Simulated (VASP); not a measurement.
Given:

```xyz
2
Lattice="2.5176 0.0000 0.0000 0.0000 2.5176 0.0000 0.0000 0.0000 2.5176" Properties=species:S:1:pos:R:3 pbc="T T T"
Li     0.0000     0.0000     0.0000
F      1.2588     1.2588     1.2588
```

Level of theory: PBEsol GGA, VASP's PBE PAW potentials (set 64) (plane waves; VASP 6.6.1). Numerical set-up: 520 eV cut-off, 12×12×12 Γ-centred mesh, tetrahedra with Blöchl corrections, potentials Li_sv F.

Task: Estimate the energy per atom (σ→0), band gap (on the k-mesh) with the smallest direct gap where there is one.

Result: 
```yaml
band gap (on the k-mesh): 7.80 eV
smallest direct gap (on the k-mesh): 8.53 eV
energy per atom (σ→0): -4.643 eV/atom
```

The absolute energy has meaning only against runs of the same code, potentials and settings.

The structure was generated: LiF was put into the CsCl type type (Pm-3m), which need not be its known phase. It was relaxed first, which changed the volume by +15 %.
